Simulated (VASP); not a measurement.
Energy against volume of Lu (hcp). Method: revPBE GGA, VASP's PBE PAW potentials (set 64) (plane waves; VASP 6.6.1). Run with 520 eV cut-off, 12×12×7 Γ-centred mesh, first-order Methfessel-Paxton smearing of 0.10 eV, potentials Lu_3.

Shape and ions are relaxed at each volume.

| V (Å³/atom) | E (eV/atom) |
|---|---|
| 28.447 | -4.16750 |
| 29.355 | -4.18131 |
| 30.263 | -4.18621 |
| 31.171 | -4.18327 |

**Question.** Fit these four points and predict the energy of the run at 32.078 Å³/atom.

**Answer.** A cubic in V^(−2/3), the third-order Birch-Murnaghan form, passes through the four points with V0 = 30.36 Å³/atom and B0 = 46 GPa, and gives -4.1734 eV/atom there. The run gave -4.1735 eV/atom, -0.1 meV/atom from the fit; all five points give B0 = 45 GPa.

The compound is Lu in the hcp structure. It was relaxed first.
